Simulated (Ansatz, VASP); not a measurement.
**GaBTe3: VASP beside Ansatz**

Wanted: the spread between two codes on one cell, functional and k mesh. The cell is generated by rule, not measured, and may not be a known phase. The cell is taken from a series of runs on this material, whose earlier steps may have relaxed, scaled, displaced or heated it; both programs get it as it stands.

Calculated with Ansatz 0.2.0; plane waves, with VASP 6.6.1 beside it; zone-centre phonons at LDA.

The structure was built from a prototype and need not be the compound's stable phase.

### Step 1. The structure

Symmetry: Pm-3m, No. 221, cubic system. Conventional cell: a = 4.841 Å, b = 4.841 Å, c = 4.841 Å, α = 90.00°, β = 90.00°, γ = 90.00°. Nearest to Ga lie 12 Te at 3.42 Å. Nearest to B lie 6 Te at 2.42 Å. Te has 2 B at 2.42 Å and 4 Ga at 3.42 Å nearest. Farther neighbours and most contacts between anions are not listed.

As a file:

```cif
data_structure
_symmetry_space_group_name_H-M 'P 1'
_symmetry_Int_Tables_number 1
_cell_length_a 4.8407
_cell_length_b 4.8407
_cell_length_c 4.8407
_cell_angle_alpha 90.000
_cell_angle_beta 90.000
_cell_angle_gamma 90.000
_cell_volume 113.43
loop_
_atom_site_label
_atom_site_type_symbol
_atom_site_fract_x
_atom_site_fract_y
_atom_site_fract_z
_atom_site_occupancy
Ga1 Ga 0.00000 0.00000 0.00000 1
B2 B 0.50000 0.50000 0.50000 1
Te3 Te 0.50000 0.50000 0.00000 1
Te4 Te 0.50000 0.00000 0.50000 1
Te5 Te 0.00000 0.50000 0.50000 1
```

### Step 2. VASP: zone-centre phonons, LDA

Second derivatives magnify differences that forces hide, and they need a tight electronic threshold.

Lines of VASP's logs that name or quote its potential files are left out, and so is its time.

INCAR

```
SYSTEM = GaBTe3
PREC = Accurate
ENCUT = 500
EDIFF = 1E-08
NELM = 120
ISMEAR = 0
SIGMA = 0.27211
LREAL = .FALSE.
ALGO = Normal
GGA = CA
NBANDS = 23
LORBIT = 11
LWAVE = .FALSE.
LCHARG = .FALSE.
ISIF = 2
IBRION = 8
LASPH = .TRUE.
GGA_COMPAT = .FALSE.
KPAR = 2
```

POSCAR

```
GaBTe3
1.0
    4.8407016021      0.0000000000      0.0000000000
    0.0000000000      4.8407016021      0.0000000000
    0.0000000000      0.0000000000      4.8407016021
Ga B Te
1 1 3
Direct
    0.0000000000      0.0000000000      0.0000000000
    0.5000000000      0.5000000000      0.5000000000
    0.5000000000      0.5000000000      0.0000000000
    0.5000000000      0.0000000000      0.5000000000
    0.0000000000      0.5000000000      0.5000000000
```

KPOINTS

```
Automatic mesh
0
Gamma
6 6 6
0 0 0
```

PAW data sets: Ga_d, B and Te (LDA family, release 64).

Started as:

```console
> mpirun -np 2 vasp_std
```

Numbers of over 12 decimals in the logs are rounded to 6 here.

Output:

```text
[banner, memory and clock lines left out]
running    2 mpi-ranks, on    1 nodes
 distrk:  each k-point on    1 cores,    2 groups
 distr:  one band on    1 cores,    1 groups

 POSCAR found type information on POSCAR GaB Te
 POSCAR found :  3 types and       5 ions
 LDA part: xc-table for (Slater(with rela. corr.)+CA(PZ))
 , standard interpolation
 POSCAR, INCAR and KPOINTS ok, starting setup
 FFT: planning ... GRIDC
 FFT: planning ... GRID_SOFT
 FFT: planning ... GRID
 WAVECAR not read
 entering main loop
       N       E                     dE             d eps       ncg     rms          rms(c)
DAV:   1     0.209203060341E+03    0.20920E+03   -0.14173E+04   952   0.155E+03
DAV:   2     0.496042918383E+01   -0.20424E+03   -0.19625E+03   989   0.357E+02
DAV:   3    -0.192005315169E+02   -0.24161E+02   -0.23172E+02  1151   0.992E+01
DAV:   4    -0.201273875120E+02   -0.92686E+00   -0.91614E+00  1109   0.198E+01
DAV:   5    -0.201608312898E+02   -0.33444E-01   -0.33424E-01  1305   0.366E+00    0.146E+01
DAV:   6    -0.196494004830E+02    0.51143E+00   -0.18179E+00  1128   0.728E+00    0.669E+00
DAV:   7    -0.196539470230E+02   -0.45465E-02   -0.18695E-01  1025   0.204E+00    0.485E+00
DAV:   8    -0.196542303850E+02   -0.28336E-03   -0.16611E-02  1288   0.776E-01    0.684E-01
DAV:   9    -0.196523552196E+02    0.18752E-02   -0.74856E-03  1102   0.415E-01    0.522E-01
DAV:  10    -0.196523285343E+02    0.26685E-04   -0.55910E-04  1116   0.132E-01    0.191E-01
DAV:  11    -0.196523106084E+02    0.17926E-04   -0.71761E-05  1152   0.447E-02    0.107E-01
DAV:  12    -0.196523098449E+02    0.76355E-06   -0.63806E-06  1175   0.124E-02    0.181E-02
DAV:  13    -0.196523096342E+02    0.21071E-06   -0.70332E-07  1229   0.546E-03    0.209E-02
DAV:  14    -0.196523096137E+02    0.20446E-07   -0.14302E-07  1133   0.180E-03    0.150E-03
DAV:  15    -0.196523096128E+02    0.93951E-09   -0.86149E-09   698   0.649E-04
   1 F= -.19652310E+02 E0= -.19587364E+02  d E =-.129892E+00
 Linear response reoptimize wavefunctions to high precision
DAV:   1    -0.196523096129E+02   -0.14097E-09   -0.21213E-09   778   0.330E-04
DAV:   2    -0.196523096130E+02   -0.11005E-09   -0.34066E-10   635   0.136E-04
DAV:   3    -0.196523096130E+02    0.90949E-12   -0.14088E-10   621   0.836E-05
 Linear response DOF=           4
 Linear response progress:
  Degree of freedom:   1/  4
       N       E                     dE             d eps       ncg     rms          rms(c)
RMM:   1    -0.167998716365E+00   -0.16800E+00   -0.25204E-02  2409   0.553E+00
RMM:   2    -0.168590606808E+00   -0.59189E-03   -0.16943E-02  3028   0.724E-01    0.256E-02
RMM:   3    -0.168508124145E+00    0.82483E-04   -0.18415E-03  3316   0.182E-01    0.219E-02
RMM:   4    -0.168449049940E+00    0.59074E-04   -0.51385E-04  3410   0.734E-02    0.121E-02
RMM:   5    -0.168405016930E+00    0.44033E-04   -0.76876E-05  3506   0.261E-02    0.344E-03
RMM:   6    -0.168389399269E+00    0.15618E-04   -0.44430E-06  3616   0.105E-02    0.607E-04
RMM:   7    -0.168393512789E+00   -0.41135E-05   -0.64521E-06  3530   0.448E-03    0.489E-04
RMM:   8    -0.168392606538E+00    0.90625E-06   -0.45356E-07  3672   0.199E-03    0.208E-04
RMM:   9    -0.168392101304E+00    0.50523E-06    0.81342E-07  3377   0.974E-04    0.671E-05
RMM:  10    -0.168391983330E+00    0.11797E-06    0.43038E-07  3734   0.450E-04    0.316E-05
RMM:  11    -0.168392028361E+00   -0.45031E-07   -0.14923E-07  3625   0.218E-04    0.245E-05
RMM:  12    -0.168392011104E+00    0.17258E-07    0.29084E-08  3745   0.109E-04    0.204E-05
RMM:  13    -0.168391954592E+00    0.56512E-07    0.16944E-08  3540   0.623E-05    0.824E-06
RMM:  14    -0.168391974631E+00   -0.20040E-07   -0.19995E-08  3783   0.342E-05    0.132E-06
RMM:  15    -0.168391972302E+00    0.23294E-08    0.42127E-09  3254   0.212E-05    0.116E-06
 first order change of Fermi-energy   0.18118E-03
 force on displaced ion       1 direction 1 :   0.605   0.000  -0.000
 Linear response progress:
  Degree of freedom:   2/  4
       N       E                     dE             d eps       ncg     rms          rms(c)
RMM:   1    -0.417662850172E-01   -0.41766E-01    0.22302E-02  3704   0.800E-01
RMM:   2    -0.398215170528E-01    0.19448E-02   -0.29286E-03  3352   0.210E-01    0.193E-01
RMM:   3    -0.399625442341E-01   -0.14103E-03   -0.51891E-04  3301   0.831E-02    0.102E-01
RMM:   4    -0.402401932303E-01   -0.27765E-03   -0.16331E-04  3278   0.443E-02    0.198E-02
RMM:   5    -0.402494422167E-01   -0.92490E-05   -0.13106E-05  3621   0.155E-02    0.359E-03
RMM:   6    -0.402446281854E-01    0.48140E-05   -0.88103E-07  3732   0.440E-03    0.150E-03
RMM:   7    -0.402427074229E-01    0.19208E-05   -0.10423E-07  3728   0.141E-03    0.338E-04
RMM:   8    -0.402435792685E-01   -0.87185E-06   -0.91297E-09  3565   0.557E-04    0.147E-04
RMM:   9    -0.402434094647E-01    0.16980E-06   -0.10154E-08  3801   0.192E-04    0.493E-05
RMM:  10    -0.402434939205E-01   -0.84456E-07   -0.24645E-09  3671   0.727E-05    0.445E-06
RMM:  11    -0.402434864819E-01    0.74386E-08   -0.29942E-09  3868   0.267E-05    0.286E-06
 first order change of Fermi-energy  -0.88670E-04
 force on displaced ion       2 direction 1 :  -0.792  -0.000   0.000
 Linear response progress:
  Degree of freedom:   3/  4
       N       E                     dE             d eps       ncg     rms          rms(c)
RMM:   1    -0.530089972864E-01   -0.53009E-01    0.30590E-02  6384   0.816E-01
RMM:   2    -0.513874228368E-01    0.16216E-02   -0.30296E-03  5321   0.244E-01    0.459E-02
RMM:   3    -0.514488642216E-01   -0.61441E-04   -0.26716E-04  5901   0.772E-02    0.297E-02
RMM:   4    -0.514604070054E-01   -0.11543E-04   -0.20859E-05  5919   0.210E-02    0.175E-02
RMM:   5    -0.514761356572E-01   -0.15729E-04   -0.57258E-06  5707   0.106E-02    0.199E-03
RMM:   6    -0.514754594424E-01    0.67621E-06   -0.84852E-07  6238   0.343E-03    0.114E-03
RMM:   7    -0.514730448665E-01    0.24146E-05   -0.18251E-07  5780   0.117E-03    0.455E-04
RMM:   8    -0.514727633438E-01    0.28152E-06    0.55380E-09  6185   0.366E-04    0.177E-04
RMM:   9    -0.514726774448E-01    0.85899E-07   -0.18241E-08  6059   0.126E-04    0.521E-05
RMM:  10    -0.514726795932E-01   -0.21484E-08    0.52208E-08  6114   0.515E-05    0.736E-06
 first order change of Fermi-energy  -0.48181E-04
 force on displaced ion       3 direction 1 :  -0.534   0.000   0.000
 Linear response progress:
  Degree of freedom:   4/  4
       N       E                     dE             d eps       ncg     rms          rms(c)
RMM:   1    -0.532532727752E-01   -0.53253E-01    0.64813E-02  4051   0.888E-01
RMM:   2    -0.498924312830E-01    0.33608E-02   -0.43203E-03  3315   0.273E-01    0.170E-01
RMM:   3    -0.498699764926E-01    0.22455E-04   -0.44695E-04  3575   0.932E-02    0.134E-01
RMM:   4    -0.498512800088E-01    0.18696E-04   -0.76478E-05  3455   0.370E-02    0.102E-02
RMM:   5    -0.498313686761E-01    0.19911E-04   -0.89863E-06  3585   0.138E-02    0.709E-03
RMM:   6    -0.498249434675E-01    0.64252E-05   -0.89346E-07  3791   0.421E-03    0.194E-03
RMM:   7    -0.498258530535E-01   -0.90959E-06   -0.10396E-07  3766   0.142E-03    0.527E-04
RMM:   8    -0.498259705740E-01   -0.11752E-06   -0.16927E-08  3715   0.454E-04    0.202E-04
RMM:   9    -0.498260359276E-01   -0.65354E-07    0.23824E-08  3807   0.163E-04    0.590E-05
RMM:  10    -0.498259735385E-01    0.62389E-07    0.24051E-08  3745   0.639E-05    0.126E-05
RMM:  11    -0.498259738323E-01   -0.29390E-09    0.44106E-09  3837   0.267E-05    0.220E-06
 first order change of Fermi-energy   0.73726E-04
 force on displaced ion       3 direction 3 :  -0.000  -0.000  -5.074
 Linear response finished
```

Parts of OUTCAR (step 2):

```text
ion  position               nearest neighbor table
   1  0.000  0.000  0.000-
   2  0.500  0.500  0.500-   3 2.42   4 2.42   5 2.42   3 2.42   4 2.42   5 2.42
   3  0.500  0.500  0.000-   2 2.42   2 2.42   5 3.42   4 3.42   4 3.42   5 3.42   4 3.42   4 3.42
                             5 3.42   5 3.42
   4  0.500  0.000  0.500-   2 2.42   2 2.42   5 3.42   3 3.42   3 3.42   3 3.42   5 3.42   3 3.42
                             5 3.42   5 3.42
   5  0.000  0.500  0.500-   2 2.42   2 2.42   4 3.42   3 3.42   4 3.42   3 3.42   3 3.42   4 3.42
                             3 3.42   4 3.42

  LATTYP: Found a simple cubic cell.
 ALAT       =     4.8407016021

 Subroutine GETGRP returns: Found 48 space group operations
 (whereof 48 operations were pure point group operations)

The static configuration has the point symmetry O_h .

 Found     20 irreducible k-points:

   k-points           NKPTS =     20   k-points in BZ     NKDIM =     20   number of bands    NBANDS=     23

   dimension x,y,z NGX =    36 NGY =   36 NGZ =   36
   dimension x,y,z NGXF=    72 NGYF=   72 NGZF=   72

   ENCUT  =  500.0 eV  36.75 Ry    6.06 a.u.   8.83  8.83  8.83*2*pi/ulx,y,z

   NELECT =      34.0000    total number of electrons

 k-points in reciprocal lattice and weights: Automatic mesh
   0.00000000  0.00000000  0.00000000       0.005
   0.16666667  0.00000000  0.00000000       0.028
   0.33333333  0.00000000  0.00000000       0.028
   0.50000000  0.00000000  0.00000000       0.014
   0.16666667  0.16666667  0.00000000       0.056
   0.33333333  0.16666667  0.00000000       0.111
   0.50000000  0.16666667  0.00000000       0.056
   0.33333333  0.33333333  0.00000000       0.056
   0.50000000  0.33333333  0.00000000       0.056
[...]
0.50000000  0.50000000  0.33333333       0.028
   0.50000000  0.50000000  0.50000000       0.005

 average (electrostatic) potential at core
       1 -64.2689       2 -31.9345       3 -88.4044       4 -88.4044       5 -88.4044

  Total       -0.2795261     -0.2795261     -0.2795261      0.0000000     -0.0000000     -0.0000000
  in kB       -3.9482804     -3.9482804     -3.9482804      0.0000000     -0.0000000     -0.0000000
  external PRESSURE =      -3.9482804 kB  Pullay stress =       0.0000000 kB

  energy-cutoff  :      500.00
  volume of cell :      113.43
      direct lattice vectors                 reciprocal lattice vectors
     4.840701602  0.000000000  0.000000000     0.206581624  0.000000000  0.000000000
     0.000000000  4.840701602  0.000000000     0.000000000  0.206581624  0.000000000
     0.000000000  0.000000000  4.840701602     0.000000000  0.000000000  0.206581624

 POSITION                                       TOTAL-FORCE (eV/Angst)
 -----------------------------------------------------------------------------------
      0.00000      0.00000      0.00000         0.000000      0.000000      0.000000
      2.42035      2.42035      2.42035         0.000000      0.000000      0.000000
      2.42035      2.42035      0.00000         0.000000      0.000000      0.000000
      2.42035      0.00000      2.42035         0.000000      0.000000      0.000000
      0.00000      2.42035      2.42035         0.000000      0.000000      0.000000
 -----------------------------------------------------------------------------------
    total drift:                               -0.000000      0.000000      0.000000

 Eigenvectors and eigenvalues of the dynamical matrix
 ----------------------------------------------------

   1 f  =    5.543136 THz    34.828550 2PiTHz  184.899109 cm-1    22.924557 meV
             X         Y         Z           dx          dy          dz
      0.000000  0.000000  0.000000     0.000000    0.000000    0.003204
      2.420351  2.420351  2.420351    -0.000000    0.000000   -0.776059
      2.420351  2.420351  0.000000    -0.000000    0.000000    0.578744
      2.420351  0.000000  2.420351    -0.000000   -0.000000   -0.177169
      0.000000  2.420351  2.420351     0.000000    0.000000   -0.177169

   2 f  =    5.543136 THz    34.828550 2PiTHz  184.899109 cm-1    22.924557 meV
             X         Y         Z           dx          dy          dz
      0.000000  0.000000  0.000000    -0.000745    0.003116    0.000000
      2.420351  2.420351  2.420351     0.180347   -0.754813   -0.000000
      2.420351  2.420351  0.000000     0.041172   -0.172318    0.000000
      2.420351  0.000000  2.420351     0.041172    0.562900   -0.000000
      0.000000  2.420351  2.420351    -0.134494   -0.172318    0.000000

   3 f  =    5.543136 THz    34.828550 2PiTHz  184.899109 cm-1    22.924557 meV
             X         Y         Z           dx          dy          dz
      0.000000  0.000000  0.000000    -0.003116   -0.000745    0.000000
      2.420351  2.420351  2.420351     0.754813    0.180347    0.000000
      2.420351  2.420351  0.000000     0.172318    0.041172    0.000000
      2.420351  0.000000  2.420351     0.172318   -0.134494    0.000000
      0.000000  2.420351  2.420351    -0.562900    0.041172   -0.000000

   4 f  =    1.013681 THz     6.369145 2PiTHz   33.812754 cm-1     4.192245 meV
             X         Y         Z           dx          dy          dz
      0.000000  0.000000  0.000000    -0.000000    0.000000    0.000000
      2.420351  2.420351  2.420351     0.000000   -0.000000   -0.000000
      2.420351  2.420351  0.000000     0.195915   -0.679424   -0.000000
      2.420351  0.000000  2.420351    -0.195915   -0.000000    0.000000
      0.000000  2.420351  2.420351    -0.000000    0.679424   -0.000000

   5 f  =    1.013681 THz     6.369145 2PiTHz   33.812754 cm-1     4.192245 meV
             X         Y         Z           dx          dy          dz
      0.000000  0.000000  0.000000     0.000000   -0.000000    0.000000
      2.420351  2.420351  2.420351    -0.000000    0.000000   -0.000000
      2.420351  2.420351  0.000000    -0.679424   -0.195915   -0.000000
      2.420351  0.000000  2.420351     0.679424    0.000000    0.000000
      0.000000  2.420351  2.420351     0.000000    0.195915   -0.000000

   6 f  =    1.013681 THz     6.369145 2PiTHz   33.812754 cm-1     4.192245 meV
             X         Y         Z           dx          dy          dz
      0.000000  0.000000  0.000000     0.000000    0.000000   -0.000000
      2.420351  2.420351  2.420351     0.000000   -0.000000    0.000000
      2.420351  2.420351  0.000000     0.000000   -0.000000   -0.000000
      2.420351  0.000000  2.420351     0.000000    0.000000   -0.707107
      0.000000  2.420351  2.420351     0.000000    0.000000    0.707107

   7 f  =    0.020394 THz     0.128141 2PiTHz    0.680278 cm-1     0.084344 meV
             X         Y         Z           dx          dy          dz
      0.000000  0.000000  0.000000    -0.001715   -0.043190    0.396781
      2.420351  2.420351  2.420351    -0.000628   -0.015807    0.145215
      2.420351  2.420351  0.000000    -0.002261   -0.056921    0.512689
      2.420351  0.000000  2.420351    -0.002261   -0.055806    0.522924
      0.000000  2.420351  2.420351    -0.002216   -0.056921    0.522924

   8 f  =    0.020394 THz     0.128141 2PiTHz    0.680278 cm-1     0.084344 meV
             X         Y         Z           dx          dy          dz
      0.000000  0.000000  0.000000     0.020592    0.396246    0.043221
      2.420351  2.420351  2.420351     0.007536    0.145020    0.015818
      2.420351  2.420351  0.000000     0.027139    0.522220    0.055846
      2.420351  0.000000  2.420351     0.027139    0.511999    0.056961
      0.000000  2.420351  2.420351     0.026608    0.522220    0.056961

   9 f  =    0.020394 THz     0.128141 2PiTHz    0.680278 cm-1     0.084344 meV
             X         Y         Z           dx          dy          dz
      0.000000  0.000000  0.000000     0.398593   -0.020657   -0.000525
      2.420351  2.420351  2.420351     0.145878   -0.007560   -0.000192
      2.420351  2.420351  0.000000     0.525313   -0.027224   -0.000679
      2.420351  0.000000  2.420351     0.525313   -0.026691   -0.000692
      0.000000  2.420351  2.420351     0.515031   -0.027224   -0.000692

  10 f/i=    1.195994 THz     7.514653 2PiTHz   39.894073 cm-1     4.946232 meV
             X         Y         Z           dx          dy          dz
      0.000000  0.000000  0.000000     0.001954    0.015435    0.393331
      2.420351  2.420351  2.420351    -0.002866   -0.022644   -0.577043
      2.420351  2.420351  0.000000     0.001189    0.009395   -0.629368
      2.420351  0.000000  2.420351     0.001189   -0.024697    0.239422
      0.000000  2.420351  2.420351    -0.003126    0.009395    0.239422

  11 f/i=    1.195994 THz     7.514653 2PiTHz   39.894073 cm-1     4.946232 meV
             X         Y         Z           dx          dy          dz
      0.000000  0.000000  0.000000    -0.389061    0.059857   -0.000416
      2.420351  2.420351  2.420351     0.570778   -0.087814    0.000611
      2.420351  2.420351  0.000000    -0.236823    0.036435    0.000666
      2.420351  0.000000  2.420351    -0.236823   -0.095776   -0.000253
      0.000000  2.420351  2.420351     0.622535    0.036435   -0.000253

  12 f/i=    1.195994 THz     7.514653 2PiTHz   39.894073 cm-1     4.946232 meV
             X         Y         Z           dx          dy          dz
      0.000000  0.000000  0.000000     0.059826    0.388755   -0.015552
      2.420351  2.420351  2.420351    -0.087769   -0.570329    0.022816
      2.420351  2.420351  0.000000     0.036416    0.236637    0.024885
      2.420351  0.000000  2.420351     0.036416   -0.622046   -0.009467
      0.000000  2.420351  2.420351    -0.095728    0.236637   -0.009467

  13 f/i=    1.664162 THz    10.456237 2PiTHz   55.510462 cm-1     6.882417 meV
             X         Y         Z           dx          dy          dz
      0.000000  0.000000  0.000000    -0.000173    0.001506   -0.828090
      2.420351  2.420351  2.420351    -0.000043    0.000377   -0.207112
      2.420351  2.420351  0.000000     0.000077   -0.000667   -0.048598
      2.420351  0.000000  2.420351     0.000077    0.000088    0.366747
      0.000000  2.420351  2.420351    -0.000010   -0.000667    0.366747

  14 f/i=    1.664162 THz    10.456237 2PiTHz   55.510462 cm-1     6.882417 meV
             X         Y         Z           dx          dy          dz
      0.000000  0.000000  0.000000     0.822623    0.095012    0.000001
      2.420351  2.420351  2.420351     0.205745    0.023763    0.000000
      2.420351  2.420351  0.000000    -0.364325   -0.042079    0.000000
      2.420351  0.000000  2.420351    -0.364325    0.005576   -0.000000
      0.000000  2.420351  2.420351     0.048277   -0.042079   -0.000000

  15 f/i=    1.664162 THz    10.456237 2PiTHz   55.510462 cm-1     6.882417 meV
             X         Y         Z           dx          dy          dz
      0.000000  0.000000  0.000000    -0.095012    0.822621    0.001516
      2.420351  2.420351  2.420351    -0.023763    0.205744    0.000379
      2.420351  2.420351  0.000000     0.042079   -0.364325    0.000089
      2.420351  0.000000  2.420351     0.042079    0.048277   -0.000671
      0.000000  2.420351  2.420351    -0.005576   -0.364325   -0.000671

 ELASTIC MODULI CONTR FROM IONIC RELAXATION (kBar)
 Direction    XX          YY          ZZ          XY          YZ          ZX
 --------------------------------------------------------------------------------
 XX           0.0000      0.0000      0.0000      0.0000      0.0000      0.0000
 YY           0.0000      0.0000      0.0000      0.0000      0.0000      0.0000
 ZZ           0.0000      0.0000      0.0000      0.0000      0.0000      0.0000
 XY           0.0000      0.0000      0.0000      0.0000      0.0000      0.0000
 YZ           0.0000      0.0000      0.0000      0.0000      0.0000      0.0000
 ZX           0.0000      0.0000      0.0000      0.0000      0.0000      0.0000
 --------------------------------------------------------------------------------
```

(Continued in part 2 of 2.)

[Lines on the potential files, build, host, timing and source positions are cut from VASP's logs without a mark.]

[Logs are printed without paths, hosts, clocks, repeated set-up lines and the standing remarks that a program may print on its own settings, such as how far it seeks lower states.]

[Hosts, paths, dates, database ids (printed as entryN), source tags and the programs' standing remarks are cut or masked in the printed files.]
